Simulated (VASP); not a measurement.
# CdAu (Pm-3m) in VASP: further runs

Runs on CdAu. Level: LDA. Tasks: single point, relaxation of cell and atoms.

All numbers are computed with VASP 6.6.1; they aren't measurements. Logs are shortened: lines on timing, memory, paths and dates and some standing lists are left out, and cuts for length are marked.

## 1. Starting point

The structure is cubic, space group Pm-3m (No. 221). The conventional cell has a = 3.280 Å, b = 3.280 Å, c = 3.280 Å, α = 90.00°, β = 90.00°, γ = 90.00°. Around Cd (site symmetry m-3m) lie 8 Au at 2.84 Å. Au (site symmetry m-3m) is surrounded by 8 Cd at 2.84 Å.

## 2. Single point, LDA

Input file INCAR:

```
PREC = Accurate
ENCUT = 520
EDIFF = 1E-7
ISMEAR = 0
SIGMA = 0.1
LREAL = False
LASPH = True
NELM = 100
ALGO = Normal
ISIF = 2
LWAVE = False
LCHARG = True
GGA = CA
LELF = True
LVHAR = True
NBANDS = 18
```

Input file KPOINTS:

```
Automatic mesh
0
Gamma
  12 12 12
```

Input file POSCAR:

```
CdAu
1.0
    3.2801901513      0.0000000000      0.0000000000
    0.0000000000      3.2801901513      0.0000000000
    0.0000000000      0.0000000000      3.2801901513
Cd Au
1 1
Direct
    0.5000000000      0.5000000000      0.5000000000
    0.0000000000      0.0000000000      0.0000000000
```

Potentials or basis: VASP PAW LDA potentials, release 64 (Cd, Au).

Command:

```console
cat potpaw_LDA.64/Cd/POTCAR potpaw_LDA.64/Au/POTCAR > POTCAR
mpirun -np 1 vasp_std > vasp.out
```

OUTCAR:

```text
PREC = Accurate
   ENCUT = 520
   EDIFF = 1E-7
   ISMEAR = 0
   LREAL = False
   LASPH = True
   NELM = 100
   ISIF = 2
   GGA = CA

 ion  position               nearest neighbor table
   1  0.500  0.500  0.500-   2 2.84   2 2.84   2 2.84   2 2.84   2 2.84   2 2.84   2 2.84   2 2.84

   2  0.000  0.000  0.000-   1 2.84   1 2.84   1 2.84   1 2.84   1 2.84   1 2.84   1 2.84   1 2.84

  LATTYP: Found a simple cubic cell.
 ALAT       =     3.2801901513

  Lattice vectors:

 A1 = (   3.2801901513,   0.0000000000,   0.0000000000)
 A2 = (   0.0000000000,   3.2801901513,   0.0000000000)
 A3 = (   0.0000000000,   0.0000000000,   3.2801901513)

Analysis of symmetry for initial positions (statically):
=====================================================================
 Subroutine PRICEL returns:
 Original cell was already a primitive cell.

 Routine SETGRP: Setting up the symmetry group for a
 simple cubic supercell.

 Subroutine GETGRP returns: Found 48 space group operations
 (whereof 48 operations were pure point group operations)
 out of a pool of 48 trial point group operations.

The static configuration has the point symmetry O_h .

Analysis of symmetry for dynamics (positions and initial velocities):
=====================================================================
 Subroutine PRICEL returns:
 Original cell was already a primitive cell.

 Routine SETGRP: Setting up the symmetry group for a
 simple cubic supercell.

 Subroutine GETGRP returns: Found 48 space group operations
 (whereof 48 operations were pure point group operations)
 out of a pool of 48 trial point group operations.

The dynamic configuration has the point symmetry O_h .

 Subroutine INISYM returns: Found 48 space group operations
 (whereof 48 operations are pure point group operations),
 and found     1 'primitive' translations

----------------------------------------------------------------------------------------

                                     Primitive cell

  volume of cell :      35.2937

  direct lattice vectors                    reciprocal lattice vectors
     3.280190151  0.000000000  0.000000000     0.304860375  0.000000000  0.000000000
     0.000000000  3.280190151  0.000000000     0.000000000  0.304860375  0.000000000
     0.000000000  0.000000000  3.280190151     0.000000000  0.000000000  0.304860375

  length of vectors
[... 80 lines left out ...]
   ENCUT  =  520.0 eV  38.22 Ry    6.18 a.u.   6.10  6.10  6.10*2*pi/ulx,y,z
   NELM   =    100;   NELMIN=  2; NELMDL= -5     # of ELM steps
   EDIFF  = 0.1E-06   stopping-criterion for ELM
   LREAL  =      F    real-space projection
   EDIFFG = 0.1E-05   stopping-criterion for IOM
   NSW    =      0    number of steps for IOM
   IBRION =     -1    ionic relax: 0-MD 1-quasi-New 2-CG
   NFREE  =      0    steps in history (QN), initial steepest desc. (CG)
   ISIF   =      2    stress and relaxation
   ISYM   =      2    0-nonsym 1-usesym 2-fastsym
   POTIM  = 0.5000    time-step for ionic-motion
   TEBEG  =    0.0;   TEEND  =   0.0 temperature during run
   PSTRESS=    0.0 pullay stress
   NELECT =      23.0000    total number of electrons
   NUPDOWN=      -1.0000    fix difference up-down
   EMIN   =  10.00;   EMAX   =-10.00  energy-range for DOS
   EFERMI =   0.00;   METHOD = LEGACY
   ISMEAR =     0;   SIGMA  =   0.10  broadening in eV -4-tet -1-fermi 0-gaus
   EFERMI_NEDOS =   21; number of points for ismear=-14 and -15
   IALGO  =     38    algorithm
   IMIX   =      4    mixing-type and parameters
     AMIX     =   0.40;   BMIX     =  1.00
     AMIX_MAG =   1.60;   BMIX_MAG =  1.00
  volume/ion in A,a.u.               =      17.65       119.09
  Fermi-wavevector in a.u.,A,eV,Ry     =   1.419336  2.682155 27.409120  2.014513
  Thomas-Fermi vector in A             =   2.540367
   LORBIT       =      0    0 simple, 1 ext, 2 COOP (PROOUT), +10 PAW based schemes
   GGA     = CA    functional components
   LHFCALC =     F    Hartree Fock is set to
   AEXX    =    0.0000 exact exchange contribution
   IVDW    =     0    specifies the selected vdW correction
   LEPSILON=     F    determine dielectric tensor
   LRPA    =     F    only Hartree local field effects (RPA)
 non-spin polarized calculation
 Gauss-broadening in eV      SIGMA  =   0.10
  energy-cutoff  :      520.00
  volume of cell :       35.29
 maximum number of plane-waves:       976
   NGX = 13   NGY = 13   NGZ = 13

 number of electron      22.9999989 magnetization

 Free energy of the ion-electron system (eV)
  ---------------------------------------------------
  ext. energy  EPLUGINS =         0.00000000
  ---------------------------------------------------
  free energy    TOTEN  =        -6.31413268 eV

  energy without entropy =       -6.31185775  energy(sigma->0) =       -6.31299522

 E-fermi :   6.6769     XC(G=0): -12.6370

 val. band max:        6.6563520945   @ k =   0.3333   0.2500   0.0000
 cond. band min:       6.7055034091   @ k =   0.3333   0.1667   0.1667
 fundamental gap:      0.0491513146
 Fermi energy:         6.6768788986

 k-point     1 :       0.0000    0.0000    0.0000
  band No.  band energies     occupation
      1      -3.5161      2.00000
      2      -3.0496      2.00000
      3      -3.0496      2.00000
      4      -2.2085      2.00000
      5      -2.2085      2.00000
      6      -2.2085      2.00000
[... 481 lines left out ...]
      5      -1.9582      2.00000
      6       0.3836      2.00000
[... 10 lines left out ...]
     17      18.9252      0.00000
     18      19.6807      0.00000

 [... further k-points ...]

------------------------ aborting loop because EDIFF is reached ----------------------------------------

  FORCE on cell =-STRESS in cart. coord.  units (eV):
  Direction    XX          YY          ZZ          XY          YZ          ZX
  --------------------------------------------------------------------------------------
  -------------------------------------------------------------------------------------
  Total        0.2358510      0.2358510      0.2358510      0.0000000     -0.0000000      0.0000000
  in kB       10.7065902     10.7065902     10.7065902      0.0000000     -0.0000000      0.0000000
  external PRESSURE =      10.7065902 kB  Pullay stress =       0.0000000 kB

 VOLUME and BASIS-vectors are now :
 -----------------------------------------------------------------------------
  energy-cutoff  :      520.00
  volume of cell :       35.29
      direct lattice vectors                 reciprocal lattice vectors
     3.280190151  0.000000000  0.000000000     0.304860375  0.000000000  0.000000000
     0.000000000  3.280190151  0.000000000     0.000000000  0.304860375  0.000000000
     0.000000000  0.000000000  3.280190151     0.000000000  0.000000000  0.304860375

 POSITION                                       TOTAL-FORCE (eV/Angst)
 -----------------------------------------------------------------------------------
      1.64010      1.64010      1.64010         0.000000      0.000000      0.000000
      0.00000      0.00000      0.00000         0.000000      0.000000      0.000000
 -----------------------------------------------------------------------------------
    total drift:                                0.000000      0.000000     -0.000000

  FREE ENERGIE OF THE ION-ELECTRON SYSTEM (eV)
  ---------------------------------------------------
  free  energy   TOTEN  =        -6.3141326844 eV

  energy  without entropy=       -6.3118577543  energy(sigma->0) =       -6.31299522
```

OSZICAR:

```text
N       E                     dE             d eps       ncg     rms          rms(c)
DAV:   1     0.154235660748E+03    0.15424E+03   -0.12081E+04  3104   0.124E+03
DAV:   2    -0.344893847331E+01   -0.15768E+03   -0.15130E+03  3154   0.314E+02
DAV:   3    -0.673439150541E+01   -0.32855E+01   -0.32765E+01  3386   0.515E+01
DAV:   4    -0.674567844215E+01   -0.11287E-01   -0.11286E-01  3252   0.277E+00
DAV:   5    -0.674576081247E+01   -0.82370E-04   -0.82370E-04  3288   0.262E-01    0.994E+00
DAV:   6    -0.635865234328E+01    0.38711E+00   -0.10346E+00  3108   0.926E+00    0.607E+00
DAV:   7    -0.632158573334E+01    0.37067E-01   -0.43702E-02  3312   0.325E+00    0.324E+00
DAV:   8    -0.631436910344E+01    0.72166E-02   -0.12827E-02  3138   0.110E+00    0.188E-01
DAV:   9    -0.631413240060E+01    0.23670E-03   -0.13261E-03  3148   0.443E-01    0.118E-01
DAV:  10    -0.631413341443E+01   -0.10138E-05   -0.43713E-05  3238   0.750E-02    0.289E-02
DAV:  11    -0.631413267020E+01    0.74423E-06   -0.28531E-06  3226   0.242E-02    0.299E-03
DAV:  12    -0.631413268444E+01   -0.14238E-07   -0.57237E-08  1724   0.231E-03
   1 F= -.63141327E+01 E0= -.63129952E+01  d E =-.227493E-02
```

stdout:

```text
POSCAR found type information on POSCAR CdAu
 POSCAR found :  2 types and       2 ions
 scaLAPACK will be used
 LDA part: xc-table for (Slater(with rela. corr.)+CA(PZ))
 , standard interpolation
 POSCAR, INCAR and KPOINTS ok, starting setup
 FFT: planning ... GRIDC
 FFT: planning ... GRID_SOFT
 FFT: planning ... GRID
 WAVECAR not read
 entering main loop
```

Run time: 13 s. Hardware: 1 thread of Intel Xeon Platinum 8559C (Emerald Rapids), shared host; peak memory 0.17 GiB.

Results:

- Free energy: -6.3141 eV
- Pressure: 1.1 GPa
- Band gap on the k mesh: none (metal or under the smearing width)

Levels at points of the mesh, in eV from the Fermi level:
```tsv
k point	band 8	band 9	band 10	band 11	band 12	band 13	band 14	band 15
(0.00, 0.00, 0.00)	-5.18	-3.78	-3.78	-3.78	4.76	4.76	4.76	8.55
(0.50, 0.00, 0.00)	-5.10	-4.86	-4.86	-4.05	-2.73	10.79	10.79	11.20
(0.50, 0.50, 0.00)	-3.95	-3.95	-3.37	-1.90	-1.90	0.53	2.55	11.10
(0.50, 0.50, 0.50)	-6.09	-3.33	-3.33	2.05	2.20	3.98	3.98	3.98
```

The run has no spin-orbit coupling, so splittings on Au are missing.

## 3. Relaxation of cell and atoms, LDA

This run uses another cell than the first one, of 18.30 Å³/atom, 1.037 times its volume.

Input file INCAR:

```
SYSTEM = CdAu
ALGO     = Normal         ! electronic algorithm
EDIFF    = 1E-6           ! SCF threshold, eV
EDIFFG   = -0.005         ! ionic threshold
ENCUT    = 600            ! plane-wave cutoff, eV
GGA      = CA             ! functional
IBRION   = 2              ! ionic algorithm
ISIF     = 3              ! what is computed and relaxed
ISMEAR   = 0              ! smearing method
LASPH    = .True.         ! aspherical terms in the spheres
LCHARG   = .False.        ! write CHGCAR
LREAL    = .False.        ! projectors in reciprocal space
LWAVE    = .False.        ! write WAVECAR
NELM     = 100            ! most SCF steps
NSW      = 100            ! ionic steps
PREC     = Accurate       ! precision mode
SIGMA    = 0.1            ! smearing width, eV
```

Input file KPOINTS:

```
k-points
0
Gamma
  12 12 12
  0 0 0
```

Input file POSCAR:

```
CdAu
1.0
    3.3200000000      0.0000000000      0.0000000000
    0.0000000000      3.3200000000      0.0000000000
    0.0000000000      0.0000000000      3.3200000000
Cd Au
1 1
Direct
    0.5000000000      0.5000000000      0.5000000000
    0.0000000000      0.0000000000      0.0000000000
```

Potentials or basis: VASP PAW LDA potentials, release 64 (Cd, Au).

Command:

```console
cat potpaw_LDA.64/Cd/POTCAR potpaw_LDA.64/Au/POTCAR > POTCAR
mpirun -np 1 vasp_std > vasp.out
```

OUTCAR:

```text
SYSTEM = CdAu
   EDIFF = 1E-6
   EDIFFG = -0.005
   ENCUT = 600
   GGA = CA
   IBRION = 2
   ISIF = 3
   ISMEAR = 0
   LASPH = .True.
   LREAL = .False.
   NELM = 100
   NSW = 100
   PREC = Accurate

 ion  position               nearest neighbor table
   1  0.500  0.500  0.500-   2 2.88   2 2.88   2 2.88   2 2.88   2 2.88   2 2.88   2 2.88   2 2.88

   2  0.000  0.000  0.000-   1 2.88   1 2.88   1 2.88   1 2.88   1 2.88   1 2.88   1 2.88   1 2.88

  LATTYP: Found a simple cubic cell.
 ALAT       =     3.3200000000

  Lattice vectors:

 A1 = (   3.3200000000,   0.0000000000,   0.0000000000)
 A2 = (   0.0000000000,   3.3200000000,   0.0000000000)
 A3 = (   0.0000000000,   0.0000000000,   3.3200000000)

Analysis of symmetry for initial positions (statically):
=====================================================================
 Subroutine PRICEL returns:
 Original cell was already a primitive cell.

 Routine SETGRP: Setting up the symmetry group for a
 simple cubic supercell.

 Subroutine GETGRP returns: Found 48 space group operations
 (whereof 48 operations were pure point group operations)
 out of a pool of 48 trial point group operations.

The static configuration has the point symmetry O_h .

Analysis of symmetry for dynamics (positions and initial velocities):
=====================================================================
 Subroutine PRICEL returns:
 Original cell was already a primitive cell.

 Routine SETGRP: Setting up the symmetry group for a
[... 234 lines left out ...]
  ext. energy  EPLUGINS =         0.00000000
  ---------------------------------------------------
  free energy    TOTEN  =        -6.31534775 eV

  energy without entropy =       -6.31300175  energy(sigma->0) =       -6.31417475

 E-fermi :   6.5745     XC(G=0): -12.5909

 val. band max:        6.5531711419   @ k =   0.3333   0.2500   0.0000
 cond. band min:       6.5965478282   @ k =   0.3333   0.1667   0.1667
 fundamental gap:      0.0433766863
 Fermi energy:         6.5744523606

 k-point     1 :       0.0000    0.0000    0.0000
  band No.  band energies     occupation
      1      -3.5418      2.00000
      2      -3.1093      2.00000
      3      -3.1093      2.00000
      4      -2.2868      2.00000
      5      -2.2868      2.00000
      6      -2.2868      2.00000
      7       1.4267      2.00000
      8       1.4267      2.00000
      9       2.8059      2.00000
     10       2.8059      2.00000
     11       2.8059      2.00000
     12      11.3266      0.00000
     13      11.3266      0.00000
     14      11.3266      0.00000
[... 401 lines left out ...]
      2      -2.8165      2.00000
      3      -2.6114      2.00000
      4      -2.5194      2.00000
      5      -2.0419      2.00000
      6       0.3218      2.00000
      7       1.3774      2.00000
      8       2.1706      2.00000
      9       2.3752      2.00000
     10       2.6373      2.00000
     11       2.9230      2.00000
     12       5.4364      2.00000
     13       8.7856      0.00000
     14      11.5084      0.00000
     15      17.1331      0.00000

 [... further k-points ...]

------------------------ aborting loop because EDIFF is reached ----------------------------------------

  FORCE on cell =-STRESS in cart. coord.  units (eV):
  Direction    XX          YY          ZZ          XY          YZ          ZX
  --------------------------------------------------------------------------------------
  -------------------------------------------------------------------------------------
  Total       -0.0055920     -0.0055920     -0.0055920     -0.0000000     -0.0000000      0.0000000
  in kB       -0.2518164     -0.2518164     -0.2518164     -0.0000000     -0.0000000      0.0000000
  external PRESSURE =      -0.2518164 kB  Pullay stress =       0.0000000 kB
[... 17 lines left out ...]
  FREE ENERGIE OF THE ION-ELECTRON SYSTEM (eV)
  ---------------------------------------------------
  free  energy   TOTEN  =        -6.3153477500 eV

  energy  without entropy=       -6.3130017548  energy(sigma->0) =       -6.31417475

 reached required accuracy - stopping structural energy minimisation
```

OSZICAR:

```text
N       E                     dE             d eps       ncg     rms          rms(c)
DAV:   1     0.164745770466E+03    0.16475E+03   -0.13218E+04  2576   0.165E+03
[... 23 lines left out ...]
DAV:   1    -0.655724310881E+01   -0.25517E+00   -0.48119E+00  2520   0.295E+01    0.335E+00
DAV:   2    -0.633084386866E+01    0.22640E+00   -0.64786E-01  2527   0.106E+01    0.131E+00
DAV:   3    -0.631731588377E+01    0.13528E-01   -0.36565E-02  2856   0.268E+00    0.106E+00
DAV:   4    -0.631540834026E+01    0.19075E-02   -0.28086E-03  2765   0.550E-01    0.232E-01
DAV:   5    -0.631534659629E+01    0.61744E-04   -0.31149E-04  2891   0.193E-01    0.543E-02
DAV:   6    -0.631534436552E+01    0.22308E-05   -0.94470E-06  2695   0.363E-02    0.313E-02
DAV:   7    -0.631534786368E+01   -0.34982E-05   -0.46969E-06  2849   0.346E-02    0.610E-03
DAV:   8    -0.631534775002E+01    0.11366E-06   -0.76954E-07  1302   0.149E-02
   3 F= -.63153478E+01 E0= -.63141748E+01  d E =-.113556E-01
```

Run time: 41 s. Hardware: 1 thread of Intel Xeon Platinum 8559C (Emerald Rapids), shared host; peak memory 0.2 GiB.

Results:

| Item | Value |
| --- | --- |
| Free energy | -6.3153 eV |
| Relaxed volume | 17.79 Å³/atom |
| Relaxed cell | a = 3.289 Å, b = 3.289 Å, c = 3.289 Å, α = 90.00°, β = 90.00°, γ = 90.00° |
| Space group after relaxing (to 0.05 Å) | Pm-3m (No. 221) |
| Energy gained by relaxing | 5.7 meV/atom |
| Ionic steps | 3 |
| Pressure after relaxing | 0.0 GPa |
| Band gap on the k mesh | none (metal or under the smearing width) |

The path:
| step | energy change (eV) | largest force (eV/Å) | pressure (GPa) | volume (Å³) |
| --- | --- | --- | --- | --- |
| 1 | 0.0000 | 0.0000 | -3.47 | 36.59 |
| 2 | 0.0019 | 0.0000 | 4.25 | 34.54 |
| 3 | -0.0114 | 0.0000 | -0.03 | 35.58 |

Final structure:
```
Cd Au
1.0
     3.28901    0.00000    0.00000
     0.00000    3.28901    0.00000
     0.00000    0.00000    3.28901
Cd Au
1 1
Direct
  0.50000 0.50000 0.50000
  0.00000 0.00000 0.00000
```
